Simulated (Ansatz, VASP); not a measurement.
# FeSi2 (Linzhiite): VASP beside Ansatz

Wanted: the spread between two codes on one cell, functional and k mesh. The cell is taken from a series of runs on this material, whose earlier steps may have relaxed, scaled, displaced or heated it; both programs get it as it stands.

Program: Ansatz 0.2.0. Level of theory: plane waves, with VASP 6.6.1 beside it; zone-centre phonons at PBEsol. Results are calculated unless marked as measured.

**1. The structure**

The structure is tetragonal, space group P4/mmm (No. 123). Conventional cell: a = 2.670 Å, b = 2.670 Å, c = 5.158 Å, α = 90.00°, β = 90.00°, γ = 90.00°. Si has 1 Si at 2.35 Å and 4 Fe at 2.35 Å nearest. Fe has 8 Si at 2.35 Å nearest. Farther neighbours are not listed.

**2. Ansatz: zone-centre phonons, PBEsol**

Ansatz runs on its PAW soft_1 files.

Second derivatives magnify differences that forces hide, and they need a tight electronic threshold.

input.yaml

```yaml
crystal:
  lattice:
    - [2.6698067109, 0.0, 0.0]
    - [0.0, 2.6698067109, 0.0]
    - [0.0, 0.0, 5.1580193348]
  atoms:
    - { symbol: Si, position: [0.5, 0.5, 0.2722533144] }
    - { symbol: Si, position: [0.5, 0.5, 0.7277466856] }
    - { symbol: Fe, position: [0.0, 0.0, 0.0] }
kpoints:
  mp_grid: { grid: [16, 16, 8] }
hamiltonian:
  xc: pbesol
  pseudopotentials: { kind: paw, azcp: { folder: soft_1 }, xc_functional: pbe }
scf:
  occupations: { method: methfessel_paxton, width: 0.2 }
output:
  eigenvalues: true
phonons:
  method: dfpt
```

Command:

```console
$ ansatz run input.yaml --threads 4 --pin off --max-ram 10240MiB --backend cpu --events-out ev --progress --plain --runs-dir out
```

Numbers of over 12 decimals in the logs are rounded to 6 here.

What it wrote:

```text
zone centre: on kpoints.mp_grid the ground state, and the responses unless they are solved on pairs of k-points, stand on 405 of the mesh's 2048 k-points, reduced under 4 symmetry operations, with k and −k counted as one. Each operation leaves every solved displacement unchanged or reverses it
Engine: ansatz 0.2.0, aarch64-unknown-linux-gnu
Pseudopotentials: kind: paw
Pseudopotential: Si, paw, valence charge 4, recommended cutoff 420 eV (normal), soft_1/Si.paw.azcp
Pseudopotential: Fe, paw, valence charge 16, recommended cutoff 420 eV (normal), soft_1/Fe.paw.azcp
Functional definition: PBEsol
  exchange = pbesol_x
  correlation = pbesol_c
Crystal: 3 atoms, lattice volume = 36.766 Å³
Basis set: ecut = 420 eV, 733 PW (Γ), exchange–correlation on 36×36×72 points (8 copies of the dense FFT grid, shifted against one another)
Bands: 16, of which v1, the nominal top of the filled ones, is band 12 counted from 1 (11 counted from 0)
Symmetry: 16 space group operations
k-points: 405 of 2048 (irreducible under 4 space group operations, time reversal used)
Non-local potential: Si, projectors of the file, l = 0: 2, l = 1: 2, l = 2: 1
Non-local potential: Fe, projectors of the file, l = 0: 3, l = 1: 2, l = 2: 3, l = 3: 1
PAW form: soft (Blöchl's): semilocal exchange-correlation on the pseudo side does not see the compensation charge
PAW frozen core: Si, regenerated for the run's functional, and the local potential with it (the file was generated under x = pbe(κ = 0.804, μ = 0.219515), c = pbe(β = 0.066725))
PAW frozen core: Fe, regenerated for the run's functional, and the local potential with it (the file was generated under x = pbe(κ = 0.804, μ = 0.219515), c = pbe(β = 0.066725))
PAW one-centre angular grid: Si, 110 points (default); XC on 64 Gauss nodes
PAW one-centre angular grid: Fe, 590 points (default); XC on 64 Gauss nodes
Initial density: superposition of atomic densities (chi_scale 0.1, normalization cell, long waves kept (reshape's long-wave potential 0.00 eV rms))
Initial wavefunctions: pseudopotential atomic-orbital guess
Functional: x = pbesol(κ = 0.804, μ = 0.123457), c = pbesol(β = 0.046)
SCF iter   1: F=—  HF=-5695.072986 eV  |F-HF|=—  |Δ(HF+E_count)|=         —  Δρ=1.24e-1  dr2=1.25e1  ethr=3.10e-3  ⟨swp⟩=5.1  Hψ=34288  notcnv=0
preconditioner: auto → none  [metal: Δε(μ)=0.001 eV  Ē_g=8.059 eV  σ=0.200 eV  W_gap=0.01  n_scr=8 (ndim 8)  ℏωp=24.5 eV  f_vac=0.000  D(μ)=1.67/eV (n_scr^D=16)  sad-step TF]
SCF iter   2: F=—  HF=-5694.820572 eV  |F-HF|=—  |Δ(HF+E_count)|=   2.52e-1  S|Δr|=    0.00e0  Δρ=1.41e-1  dr2=1.30e1  ethr=3.10e-3  ⟨swp⟩=2.0  Hψ=11116  notcnv=0
SCF iter   3: F=—  HF=-5693.580247 eV  |F-HF|=—  |Δ(HF+E_count)|=    1.24e0  S|Δr|=    0.00e0  Δρ=6.32e-2  dr2=1.66e0  ethr=3.10e-3  ⟨swp⟩=3.0  Hψ=12045  notcnv=0
SCF iter   4: F=—  HF=-5693.397527 eV  |F-HF|=—  |Δ(HF+E_count)|=   1.83e-1  S|Δr|=    0.00e0  Δρ=1.23e-2  dr2=1.18e-1  ethr=3.10e-3  ⟨swp⟩=2.4  Hψ=12990  notcnv=0
SCF iter   5: F=—  HF=-5693.359099 eV  |F-HF|=—  |Δ(HF+E_count)|=   3.84e-2  S|Δr|=    0.00e0  Δρ=3.22e-3  dr2=2.08e-3  ethr=4.92e-4  ⟨swp⟩=2.0  Hψ=10739  notcnv=0
SCF iter   6: F=—  HF=-5693.359062 eV  |F-HF|=—  |Δ(HF+E_count)|=   3.69e-5  S|Δr|=    0.00e0  Δρ=6.64e-4  dr2=5.13e-5  ethr=8.69e-6  ⟨swp⟩=2.3  Hψ=9682  notcnv=0
SCF iter   7: F=—  HF=-5693.359042 eV  |F-HF|=—  |Δ(HF+E_count)|=   1.98e-5  S|Δr|=    0.00e0  Δρ=1.02e-4  dr2=2.71e-6  ethr=2.14e-7  ⟨swp⟩=2.3  Hψ=11099  notcnv=0
SCF iter   8: F=—  HF=-5693.359043 eV  |F-HF|=—  |Δ(HF+E_count)|=   1.00e-6  S|Δr|=    0.00e0  Δρ=1.98e-5  dr2=8.65e-8  ethr=1.13e-8  ⟨swp⟩=2.3  Hψ=8890  notcnv=0
SCF iter   9: F=—  HF=-5693.359043 eV  |F-HF|=—  |Δ(HF+E_count)|=   2.02e-8  S|Δr|=    0.00e0  Δρ=1.75e-6  dr2=3.51e-10  ethr=3.60e-10  ⟨swp⟩=2.3  Hψ=9392  notcnv=0
SCF iter  10: F=-5693.359043 eV  HF=-5693.359043 eV  |F-HF|=9.09e-13  |Δ(HF+E_count)|=  1.04e-10  S|Δr|=    0.00e0  Δρ=1.52e-7  dr2=6.30e-12  ethr=1.00e-12  ⟨swp⟩=4.4  Hψ=33973  notcnv=0
the search or the solves at the SCF's close seem to have found levels that the self-consistency loop had missed (the run counts 4). By its estimate they hold under 1e-12 electrons; where the run keeps them, the occupations were computed again with them
SCF 1 converged in 10 iterations: F = -5693.359043 eV  dr2 = 6.30e-12
  greatest PAW one-centre occupation: 1.000 electrons in one spin orbital (limit 2), on the Fe atom at site 2 (counted from 0), in its partial waves of l = 1
DFPT response loops at Γ: preconditioner auto → Kerker (q_TF=auto, 2.541 Å⁻¹) (partly filled bands, converged f_vac=0.000); β = 1.00, the filter's whole step (`scf.mixing.beta` (0.50) is not read by the response loops under this deck's `scf.mixing.preconditioner`; to damp them name `kerker` or `kerker_dos`, under which they read `scf.mixing.beta`, and type it under 1.00, their step now; both keys bind the ground state too); Broyden in place of MSR1
SCF converged after 10 iterations
Stability not checked: this state was not tested for a lower state beside it, because cold or Methfessel-Paxton smearing, or corrected tetrahedra, fill the levels in a way that the test cannot read (fill_not_monotonic; see scf.lower_state_search)
Free energy (F): -5693.359043 eV
Harris-Foulkes:  -5693.359043 eV  (|F-HF|=9.09e-13)
Internal energy: -5693.359591 eV  (E = F + TS)
E sigma→0 (E₀):  -5693.359180 eV
Entropy (-TS):   0.000548 eV (0.183 meV/atom)
Fermi energy:    14.317489 eV
Step filling:    the computed levels leave a gap of 0.0094 eV = 0.0 smearing widths at the electron count; against every level under it full and every level over it empty, smearing changes F+E_penalty+E_count by +0.538 meV and its σ→0 estimate by +0.401 meV
--- Per-component energies (eV) ---
  E_band       = -223.351745
  E_kinetic    = 426.545507
  E_local      = -3574.285247  (includes V_loc(G=0)·N_el)
  E_nonlocal   = 333.777655
  E_hartree    = 1582.099825
  E_xc         = -227.515657
  E_vxc        = -245.090745  (∫ρ·V_xc dr)
  E_paw        = -2346.323763  (= ΣΔE_a)
  E_vpaw       = -328.497909  (= ΣTr[D̂ρ^β])
  E_aug_tail   = -0.000809  (compensation charges beyond the density's cutoff)
  E_ewald      = -1887.899425
  E_core_change = 0.242323  (= ΣΔE_core)
  E_smearing   = 0.000548  (= −TS)
  E_closure    = -0.000000  (closes the sum)
  Σ components = -5693.359043   (vs F -5693.359043, Δ=0.00e0)
--- Band table (eV; the first three rows and the last of 405) ---
  k-point 0: bands = [... 8 lower, 12.5617, 12.8124, 12.8124, 13.7364, 19.0084, 19.0084, 20.4590, 21.4656]
  k-point 1: bands = [... 8 lower, 12.5173, 12.8062, 12.8062, 13.7364, 19.1079, 19.1079, 19.5415, 21.2781]
  k-point 2: bands = [... 8 lower, 12.3583, 12.7913, 12.7913, 13.7366, 18.1608, 19.3954, 19.3954, 20.9733]
  k-point 404: bands = [... 8 lower, 11.0283, 11.0283, 12.4630, 14.5369, 14.6446, 14.6446, 15.4060, 17.2069]
--- Phonons (Γ-DFPT): 4 representative perturbations + reference, on 405 of 2048 k-points (Σ response iterations 14) ---
  k mesh reduced under 4 symmetry operations, with k and −k counted as one. Each operation leaves every solved displacement unchanged or reverses it
  ASR residual: 1.016e-4 → 0.000e0 eV/Å²; symmetrization residual: 1.075e-6 eV/Å²
  ASR residual per site (eV/Å²): 5.66e-5 5.66e-5 1.02e-4
  Γ frequencies (cm⁻¹): 0.00 0.00 0.00 226.70 226.70 284.51 284.51 354.07 543.42
  non-analytic LO–TO correction: not included (Born effective charges unavailable; polar crystals: no LO–TO splitting at Γ)
```

(Part 1 of 2 ends here.)

[Lines on the potential files, build, host, timing and source positions are cut from VASP's logs without a mark.]

[Logs are printed without paths, hosts, clocks, repeated set-up lines and the standing remarks that a program may print on its own settings, such as how far it seeks lower states.]

[Hosts, paths, dates, database ids (printed as entryN), source tags and the programs' standing remarks are cut or masked in the printed files.]
